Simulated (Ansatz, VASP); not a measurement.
# Cross-check of GaH2N (honeycomb GaN sheet capped with H on both sides) between VASP and Ansatz

Wanted: the spread between two codes on one cell, functional and k mesh. The structure shown is the end of the Ansatz relaxation below.

Program: Ansatz 0.2.0. Level of theory: plane waves, with VASP 6.6.1 beside it; single point at PBE. Results are calculated unless marked as measured.

### Step 1. The structure

The cell holds 4 atoms: 1 Ga, 1 N and 2 H. Cell: a = 3.227 Å, b = 3.227 Å, c = 16.150 Å, α = 90.0°, β = 90.0°, γ = 120.0°. As first built, before any earlier steps moved the atoms (in the runner's words): own sheet built from covalent radii; start for a relaxation. Vacuum lies along c.

### Step 2. Ansatz: relaxation, PBE

Ansatz runs on its PAW soft_1 files.

This run makes the geometry at which the two programs are then compared.

input.yaml

```yaml
crystal:
  lattice:
    - [3.2268429746, -2.792e-07, 0.0]
    - [-1.6134212455, 2.7945281296, 0.0]
    - [0.0, 0.0, 16.15]
  atoms:
    - { symbol: Ga, position: [0.3333333333, 0.6666666667, 0.5138275003] }
    - { symbol: "N", position: [0.6666666667, 0.3333333333, 0.4698754523] }
    - { symbol: H, position: [0.3333333333, 0.6666666667, 0.6099046472] }
    - { symbol: H, position: [0.6666666667, 0.3333333333, 0.4063924001] }
kpoints:
  mp_grid: { grid: [9, 9, 1] }
scf:
  occupations: { method: fermi_dirac, width: 0.05 }
  max_iter: 100
  lower_state_search: "off"
hamiltonian:
  xc: pbe
  pseudopotentials: { kind: paw, azcp: { folder: soft_1 } }
relax:
  adjacent_minimum: "off"
  f_tol: 0.01
  max_steps: 60
  cell: { fix: [c, alpha, beta] }
```

Run with:

```bash
$ ansatz run input.yaml --threads 4 --pin off --max-ram 10240MiB --backend cpu --events-out ev --progress --plain --runs-dir out
```

Numbers of over 12 decimals in the logs are rounded to 6 here.

Log:

```text
Engine: ansatz 0.2.0, aarch64-unknown-linux-gnu
Pseudopotentials: kind: paw
Pseudopotential: Ga, paw, valence charge 13, recommended cutoff 420 eV (normal), soft_1/Ga.paw.azcp
Pseudopotential: N, paw, valence charge 5, recommended cutoff 420 eV (normal), soft_1/N.paw.azcp
Pseudopotential: H, paw, valence charge 1, recommended cutoff 420 eV (normal), soft_1/H.paw.azcp
Functional definition: PBE
  parameter kappa = 0.804
  parameter beta = 0.066725
  exchange = pbe_x(kappa = kappa, mu = beta*pi^2/3)
  correlation = pbe_c(beta = beta)
Crystal: 4 atoms, lattice volume = 145.633 Å³
Basis set: ecut = 420 eV, 2921 PW (Γ), exchange–correlation on 48×48×216 points (8 copies of the dense FFT grid, shifted against one another)
Bands: 14, of which v1, the nominal top of the filled ones, is band 10 counted from 1 (9 counted from 0)
Symmetry: 6 space group operations
Space group: P3m1 (ITA 156), of the structure as read, at distance tolerance 5.3e-5 Å
k-points: 12 of 81 (time reversal used)
Non-local potential: Ga, projectors of the file, l = 0: 2, l = 1: 2, l = 2: 3, l = 3: 1
Non-local potential: N, projectors of the file, l = 0: 2, l = 1: 2, l = 2: 1
Non-local potential: H, projectors of the file, l = 0: 2, l = 1: 1
PAW form: soft (Blöchl's): semilocal exchange-correlation on the pseudo side does not see the compensation charge
PAW one-centre angular grid: Ga, 590 points (default); XC on 64 Gauss nodes
PAW one-centre angular grid: N, 110 points (default); XC on 64 Gauss nodes
PAW one-centre angular grid: H, 110 points (default); XC on 64 Gauss nodes
Initial density: superposition of atomic densities (neutral atoms: chi_scale 0, normalization atom)
Initial wavefunctions: pseudopotential atomic-orbital guess
Functional: x = pbe(κ = 0.804, μ = 0.219515), c = pbe(β = 0.066725)
SCF iter   1: F=—  HF=-4202.253880 eV  |F-HF|=—  |Δ(HF+E_count)|=         —  Δρ=7.17e-2  dr2=8.72e0  ethr=3.10e-3  ⟨swp⟩=6.4  Hψ=1051  notcnv=0
preconditioner: auto → none  [insulator: Δε(μ)=5.113 eV  Ē_g=16.500 eV  σ=0.050 eV  W_gap=1.00  n_scr=10 (ndim 8)  ℏωp=13.8 eV  f_vac=0.638  D(μ)=0.00/eV (n_scr^D=0)  ε∞_Penn≈1.7]
SCF iter   2: F=—  HF=-4200.314896 eV  |F-HF|=—  |Δ(HF+E_count)|=    1.94e0  Δρ=4.73e-2  dr2=2.52e0  ethr=3.10e-3  ⟨swp⟩=3.6  Hψ=527  notcnv=0
SCF iter   3: F=—  HF=-4199.691746 eV  |F-HF|=—  |Δ(HF+E_count)|=   6.23e-1  Δρ=1.34e-2  dr2=1.81e-1  ethr=3.10e-3  ⟨swp⟩=3.0  Hψ=449  notcnv=0
SCF iter   4: F=—  HF=-4199.662442 eV  |F-HF|=—  |Δ(HF+E_count)|=   2.93e-2  Δρ=4.15e-3  dr2=4.08e-2  ethr=9.03e-4  ⟨swp⟩=2.9  Hψ=352  notcnv=0
SCF iter   5: F=—  HF=-4199.653099 eV  |F-HF|=—  |Δ(HF+E_count)|=   9.34e-3  Δρ=9.19e-4  dr2=5.73e-4  ethr=2.04e-4  ⟨swp⟩=3.8  Hψ=301  notcnv=0
SCF iter   6: F=—  HF=-4199.653202 eV  |F-HF|=—  |Δ(HF+E_count)|=   1.02e-4  Δρ=3.42e-4  dr2=5.99e-5  ethr=2.87e-6  ⟨swp⟩=2.7  Hψ=351  notcnv=0
SCF iter   7: F=—  HF=-4199.653225 eV  |F-HF|=—  |Δ(HF+E_count)|=   2.31e-5  Δρ=5.53e-5  dr2=3.31e-6  ethr=2.99e-7  ⟨swp⟩=3.0  Hψ=302  notcnv=0
SCF iter   8: F=—  HF=-4199.653224 eV  |F-HF|=—  |Δ(HF+E_count)|=   6.61e-7  Δρ=1.56e-5  dr2=3.72e-7  ethr=1.66e-8  ⟨swp⟩=2.0  Hψ=284  notcnv=0
SCF iter   9: F=-4199.653224 eV  HF=-4199.653224 eV  |F-HF|=4.29e-9  |Δ(HF+E_count)|=   2.40e-7  Δρ=3.72e-6  dr2=1.22e-8  ethr=5.00e-10  ⟨swp⟩=5.0  Hψ=631  notcnv=0
SCF 1 converged in 9 iterations: F = -4199.653224 eV  dr2 = 1.22e-8
  greatest PAW one-centre occupation: 0.995 electrons in one spin orbital (limit 2), on the Ga atom at site 0 (counted from 0), in its partial waves of l = 2
relax step   1: F+E_penalty+E_count = -4199.65322400 eV  Δ(F+E_penalty+E_count) = +0.000e0 eV  max|allowed force component| = 5.186e-3 eV/Å  Δτ_max = 0.0000 Å  P = -0.030 GPa  Ω = 145.633 Å³  fix = [c, alpha, beta]  reactions: c -0.032 GPa  (9 SCF iters, dr2 threshold 1.00e-7 eV, accepted)
Initial density: handed on by an earlier stage of this run
Initial wavefunctions: pseudopotential atomic-orbital guess (no wavefunctions were taken with the density)
iter 1 solved again at ethr=6.25e-8 eV; its pass at ethr=3.10e-3 eV (dr2=1.25e-5 eV) is discarded
SCF iter   1: F=—  HF=-4199.653241 eV  |F-HF|=—  |Δ(HF+E_count)|=         —  Δρ=3.62e-6  dr2=1.20e-8  ethr=6.25e-8  ⟨swp⟩=3.3  Hψ=1510  notcnv=0
preconditioner: auto → none  [insulator: Δε(μ)=3.210 eV  Ē_g=15.672 eV  σ=0.050 eV  W_gap=1.00  n_scr=10 (ndim 8)  ℏωp=13.8 eV  f_vac=0.681  D(μ)=0.00/eV (n_scr^D=0)  ε∞_Penn≈1.8]
SCF iter   2: F=—  HF=-4199.653224 eV  |F-HF|=—  |Δ(HF+E_count)|=   1.74e-5  Δρ=2.06e-6  dr2=2.57e-9  ethr=5.99e-11  ⟨swp⟩=2.4  Hψ=302  notcnv=0
SCF iter   3: F=—  HF=-4199.653224 eV  |F-HF|=—  |Δ(HF+E_count)|=   2.58e-9  Δρ=7.77e-7  dr2=4.92e-10  ethr=1.28e-11  ⟨swp⟩=2.9  Hψ=287  notcnv=0
SCF iter   4: F=-4199.653224 eV  HF=-4199.653224 eV  |F-HF|=5.46e-12  |Δ(HF+E_count)|=  5.77e-10  Δρ=1.18e-7  dr2=2.23e-11  ethr=1.00e-12  ⟨swp⟩=3.2  Hψ=732  notcnv=0
SCF 2 converged in 4 iterations: F = -4199.653224 eV  dr2 = 2.23e-11
relax step   2: F+E_penalty+E_count = -4199.65322400 eV  Δ(F+E_penalty+E_count) = -4.233e-9 eV  max|allowed force component| = 5.166e-3 eV/Å  Δτ_max = 0.0000 Å  P = -0.030 GPa  Ω = 145.633 Å³  fix = [c, alpha, beta]  reactions: c -0.032 GPa  stress off target by 2.89e-2 GPa on what of the cell is left free  SCF on the basis re-selected at this cell (its energy is not comparable with the rows above)  (4 SCF iters)
basis re-selected at this cell: Δ(F+E_penalty+E_count) = -4.233e-9 eV, ΔP = -0.000 GPa vs the last step (what re-selecting the basis moved, of the pressure what is left beyond the Pulay correction that the steps carried, after the strain that the cell walked since its last selection, with what the two solves' SCF thresholds leave and, on support functions, any second-order correction that the steps lacked; it is no m [...]
SCF converged after 4 iterations
Free energy (F): -4199.653224 eV
Harris-Foulkes:  -4199.653224 eV  (|F-HF|=5.46e-12)
Internal energy: -4199.653224 eV  (E = F + TS)
E sigma→0 (E₀):  -4199.653224 eV
Fermi energy:    -1.659001 eV
--- Per-component energies (eV) ---
  E_band       = -241.644302
  E_kinetic    = 266.806438
  E_local      = -9323.822897  (includes V_loc(G=0)·N_el)
  E_nonlocal   = -54.781192
  E_hartree    = 4728.661274
  E_xc         = -139.379779
  E_vxc        = -152.729357  (∫ρ·V_xc dr)
  E_paw        = -2123.992428  (= ΣΔE_a)
  E_vpaw       = -434.438466  (= ΣTr[D̂ρ^β])
  E_aug_tail   = -0.001259  (compensation charges beyond the density's cutoff)
  E_ewald      = 2446.856619
  E_smearing   = -0.000000  (= −TS)
  E_closure    = 0.000000  (closes the sum)
  Σ components = -4199.653224   (vs F -4199.653224, Δ=0.00e0)
--- Forces (eV/Å), atoms counted from 1 ---
  atom   1  Ga     0.00000000     0.00000000     0.00516676
  atom   2  N     -0.00000000    -0.00000000    -0.00305351
  atom   3  H      0.00000000     0.00000000    -0.00228993
  atom   4  H      0.00000000    -0.00000000     0.00017802
  max |Σ_I F_I| component: 1.33e-6 eV/Å
--- Stress (GPa, compression-positive) ---
       -0.028917      -0.000000       0.000000
       -0.000000      -0.028917       0.000000
        0.000000       0.000000      -0.031852
  P = ⅓ Tr σ = -0.0299 GPa (-0.299 kbar)
--- Relaxed structure (1 steps of the walk, 1 accepted, 1 SCFs on fresh bases) ---
  F+E_penalty+E_count = -4199.65322400 eV   max|allowed force component| = 5.166e-3 eV/Å   (the final SCF, on the basis selected at the relaxed cell)
  cell:  # Å, volume = 145.6327 Å³
    - [3.226843, -2.792032949184795e-7, 0.0]
    - [-1.613421, 2.794528, 0.0]
    - [0.0, 0.0, 16.15]
  atoms:
    - { symbol: Ga, position: [0.333333, 0.666667, 0.5138275003] }
    - { symbol: N, position: [0.666667, 0.333333, 0.4698754523] }
    - { symbol: H, position: [0.333333, 0.666667, 0.6099046472] }
    - { symbol: H, position: [0.666667, 0.333333, 0.4063924001] }
```

### Step 3. VASP: single point, PBE

The same cell, functional, mesh and smearing now go to VASP, with its own data sets.

Lines of VASP's logs that name or quote its potential files are left out, and so is its time.

INCAR

```
SYSTEM = GaH2N
PREC = Accurate
ENCUT = 600
EDIFF = 1E-06
NELM = 120
ISMEAR = -1
SIGMA = 0.05
LREAL = .FALSE.
ALGO = Normal
GGA = PE
NBANDS = 16
LORBIT = 11
LWAVE = .FALSE.
LCHARG = .FALSE.
ISIF = 2
LASPH = .TRUE.
GGA_COMPAT = .FALSE.
EFERMI = MIDGAP
```

POSCAR

```
GaH2N
1.0
    3.2268429746     -0.0000002792      0.0000000000
   -1.6134212455      2.7945281296      0.0000000000
    0.0000000000      0.0000000000     16.1500000000
Ga N H
1 1 2
Direct
    0.3333333333      0.6666666667      0.5138275003
    0.6666666666      0.3333333334      0.4698754523
    0.3333333333      0.6666666667      0.6099046472
    0.6666666666      0.3333333334      0.4063924001
```

KPOINTS

```
Automatic mesh
0
Gamma
9 9 1
0 0 0
```

Potentials, in the order of the species: Ga_d, N and H (PBE family, release 64).

Run with:

```bash
$ mpirun -np 1 vasp_std
```

Log:

```text
[banner, memory and clock lines left out]
running    1 mpi-ranks, on    1 nodes
 distrk:  each k-point on    1 cores,    1 groups
 distr:  one band on    1 cores,    1 groups

 POSCAR found type information on POSCAR GaN H
 POSCAR found :  3 types and       4 ions
 LDA part: xc-table for (Slater+PW92), standard interpolation
 POSCAR, INCAR and KPOINTS ok, starting setup
 FFT: planning ... GRIDC
 FFT: planning ... GRID_SOFT
 FFT: planning ... GRID
 WAVECAR not read
 entering main loop
       N       E                     dE             d eps       ncg     rms          rms(c)
DAV:   1     0.138481133871E+03    0.13848E+03   -0.99100E+03   384   0.128E+03
DAV:   2    -0.692065955053E+00   -0.13917E+03   -0.13347E+03   464   0.294E+02
DAV:   3    -0.208285359497E+02   -0.20136E+02   -0.19977E+02   456   0.103E+02
DAV:   4    -0.216363953227E+02   -0.80786E+00   -0.80751E+00   576   0.253E+01
DAV:   5    -0.216425318512E+02   -0.61365E-02   -0.61356E-02   480   0.196E+00    0.881E+00
DAV:   6    -0.191466186126E+02    0.24959E+01   -0.82590E+00   608   0.358E+01    0.339E+00
DAV:   7    -0.190544422115E+02    0.92176E-01   -0.90199E-01   528   0.784E+00    0.241E+00
DAV:   8    -0.189525069301E+02    0.10194E+00   -0.30794E-01   568   0.597E+00    0.607E-01
DAV:   9    -0.189346491218E+02    0.17858E-01   -0.84925E-02   600   0.374E+00    0.266E-01
DAV:  10    -0.189276337190E+02    0.70154E-02   -0.98003E-03   528   0.136E+00    0.111E-01
DAV:  11    -0.189244602374E+02    0.31735E-02   -0.27242E-03   520   0.524E-01    0.811E-02
DAV:  12    -0.189244213736E+02    0.38864E-04   -0.13354E-03   424   0.229E-01    0.440E-02
DAV:  13    -0.189243380563E+02    0.83317E-04   -0.29234E-04   456   0.151E-01    0.417E-02
DAV:  14    -0.189247764883E+02   -0.43843E-03   -0.17903E-04   448   0.768E-02    0.261E-02
DAV:  15    -0.189251334367E+02   -0.35695E-03   -0.68053E-05   448   0.921E-02    0.255E-02
DAV:  16    -0.189255421272E+02   -0.40869E-03   -0.10710E-04   408   0.980E-02    0.851E-03
DAV:  17    -0.189256708958E+02   -0.12877E-03   -0.21445E-05   432   0.319E-02    0.689E-03
DAV:  18    -0.189257144028E+02   -0.43507E-04   -0.69668E-06   432   0.166E-02    0.160E-03
DAV:  19    -0.189257239327E+02   -0.95299E-05   -0.52923E-07   376   0.883E-03    0.721E-04
DAV:  20    -0.189257355422E+02   -0.11609E-04   -0.57109E-07   376   0.379E-03    0.600E-04
DAV:  21    -0.189257383919E+02   -0.28496E-05   -0.87258E-08   376   0.304E-03    0.222E-04
DAV:  22    -0.189257393263E+02   -0.93443E-06   -0.25096E-08   352   0.145E-03
   1 F= -.18925739E+02 E0= -.18925739E+02  d E =-.153201E-14
```

From OUTCAR (step 3):

```text
ion  position               nearest neighbor table
   1  0.333  0.667  0.514-   3 1.55   2 1.99   2 1.99   2 1.99
   2  0.667  0.333  0.470-   4 1.03   1 1.99   1 1.99   1 1.99
   3  0.333  0.667  0.610-   1 1.55
   4  0.667  0.333  0.406-   2 1.03

  LATTYP: Found a hexagonal cell.
 ALAT       =     3.2268429746
 C/A-ratio  =     5.0048918175

 Subroutine GETGRP returns: Found  6 space group operations
 (whereof  6 operations were pure point group operations)

The static configuration has the point symmetry C_3v.

 Found     12 irreducible k-points:

   k-points           NKPTS =     12   k-points in BZ     NKDIM =     12   number of bands    NBANDS=     16

   dimension x,y,z NGX =    28 NGY =   28 NGZ =  140
   dimension x,y,z NGXF=    56 NGYF=   56 NGZF=  280

   ENCUT  =  600.0 eV  44.10 Ry    6.64 a.u.   6.44  6.44 32.26*2*pi/ulx,y,z

   NELECT =      20.0000    total number of electrons

 k-points in reciprocal lattice and weights: Automatic mesh
   0.00000000  0.00000000  0.00000000       0.012
   0.11111111  0.00000000  0.00000000       0.074
   0.22222222  0.00000000  0.00000000       0.074
   0.33333333  0.00000000  0.00000000       0.074
   0.44444444  0.00000000  0.00000000       0.074
   0.11111111  0.11111111  0.00000000       0.074
   0.22222222  0.11111111  0.00000000       0.148
   0.33333333  0.11111111  0.00000000       0.148
   0.44444444  0.11111111  0.00000000       0.074
   0.22222222  0.22222222  0.00000000       0.074
   0.33333333  0.22222222  0.00000000       0.148
   0.33333333  0.33333333  0.00000000       0.025

 average (electrostatic) potential at core
       1 -71.9832       2 -71.1278       3 -37.7566       4 -41.8602

 E-fermi :  -2.4037

 k-point     1 :       0.0000    0.0000    0.0000
  band No.  band energies     occupation
    ...
      6     -16.3165      2.00000
      7     -10.5687      2.00000
      8      -5.6889      2.00000
      9      -4.0086      2.00000
     10      -4.0086      2.00000
     11      -0.7987      0.00000
     12       0.9013      0.00000
     13       2.1686      0.00000
     14       2.4890      0.00000
     15       3.7293      0.00000
    ...

 k-point     2 :       0.1111    0.0000    0.0000
  band No.  band energies     occupation
    ...
      6     -16.3052      2.00000
      7     -10.4663      2.00000
      8      -5.6842      2.00000
      9      -4.6785      2.00000
     10      -4.1680      2.00000
     11      -0.3637      0.00000
     12       1.2827      0.00000
     13       2.4453      0.00000
     14       2.6738      0.00000
     15       3.9825      0.00000
    ...

 k-point     3 :       0.2222    0.0000    0.0000
  band No.  band energies     occupation
    ...
      6     -16.2228      2.00000
      7     -10.1896      2.00000
      8      -6.4043      2.00000
      9      -5.1661      2.00000
     10      -4.5462      2.00000
     11       0.3830      0.00000
     12       2.1022      0.00000
     13       3.1089      0.00000
     14       3.1786      0.00000
     15       4.1908      0.00000
    ...

  Total       -0.0502259     -0.0502259     -0.0922072     -0.0000000     -0.0000000     -0.0000000
  in kB       -0.5525606     -0.5525606     -1.0144172     -0.0000000     -0.0000000     -0.0000000
  external PRESSURE =      -0.7065128 kB  Pullay stress =       0.0000000 kB

  energy-cutoff  :      600.00
  volume of cell :      145.63
      direct lattice vectors                 reciprocal lattice vectors
     3.226842975 -0.000000279  0.000000000     0.309900438  0.178921065  0.000000000
    -1.613421246  2.794528130  0.000000000     0.000000031  0.357842184  0.000000000
     0.000000000  0.000000000 16.150000000     0.000000000  0.000000000  0.061919505

 POSITION                                       TOTAL-FORCE (eV/Angst)
 -----------------------------------------------------------------------------------
      0.00000      1.86302      8.29831        -0.000000      0.000000      0.058470
      1.61342      0.93151      7.58849         0.000000     -0.000000     -0.028282
      0.00000      1.86302      9.84996         0.000000     -0.000000     -0.027261
      1.61342      0.93151      6.56324         0.000000     -0.000000     -0.002928
 -----------------------------------------------------------------------------------
    total drift:                                0.000001     -0.000000     -0.000502

  FREE ENERGIE OF THE ION-ELECTRON SYSTEM (eV)
  ---------------------------------------------------
  free  energy   TOTEN  =       -18.9257393263 eV

  energy  without entropy=      -18.9257393263  energy(sigma->0) =      -18.92573933

 total charge
# of ion       s       p       d       tot
------------------------------------------
    1        0.821   0.887  10.101  11.809
    2        1.219   2.572   0.000   3.791
    3        0.540   0.010   0.000   0.550
    4        0.638   0.083   0.000   0.721
--------------------------------------------------
tot          3.218   3.553  10.101  16.872

[... 3 further parts left out ...]
```

### Step 4. Side by side

Known differences besides the potentials themselves: the cutoff is 420 eV in Ansatz and 600 eV in VASP; Ansatz's pressure holds a Pulay correction, VASP's none. Total energies have different zeros and are not compared.

Compared:

```
              quantity  Ansatz   VASP  difference
        pressure (GPa)   -0.03  -0.07       +0.04
gap on the k mesh (eV)   3.210  3.210       0.000
```

Forces (eV/Å; atoms numbered as in POSCAR):

```
atom        Ansatz x, y, z          VASP x, y, z
 Ga1   0.000, 0.000, 0.005   0.000, 0.000, 0.058
  N2  0.000, 0.000, -0.003  0.000, 0.000, -0.028
  H3  0.000, 0.000, -0.002  0.000, 0.000, -0.027
  H4   0.000, 0.000, 0.000  0.000, 0.000, -0.003
```

The forces differ by 19 meV/Å r.m.s., where the r.m.s. force is 0.002 eV/Å in Ansatz and 0.020 eV/Å in VASP: the atoms lie near their places of rest in Ansatz, so a percentage would say little (all taken over all components). A gap on the mesh is an upper bound, since the band edges may lie between its points. With vacuum in the cell, a pressure given here is an average over mostly empty space and none of the material.

### Step 5. What came out

* r.m.s. force difference (single point, PBE): 19 meV/Å

The r.m.s. force difference is 19 meV/Å (single point, PBE), beyond the 12 meV/Å picked in this series as the mark of a large difference. What causes the difference of the single point, PBE pair stays open here. How closely two codes agree says nothing of how well the functional describes the real material.

[Lines on the potential files, build, host, timing and source positions are cut from VASP's logs without a mark.]

[Logs are printed without paths, hosts, clocks, repeated set-up lines and the standing remarks that a program may print on its own settings, such as how far it seeks lower states.]

[Hosts, paths, dates, database ids (printed as entryN), source tags and the programs' standing remarks are cut or masked in the printed files.]
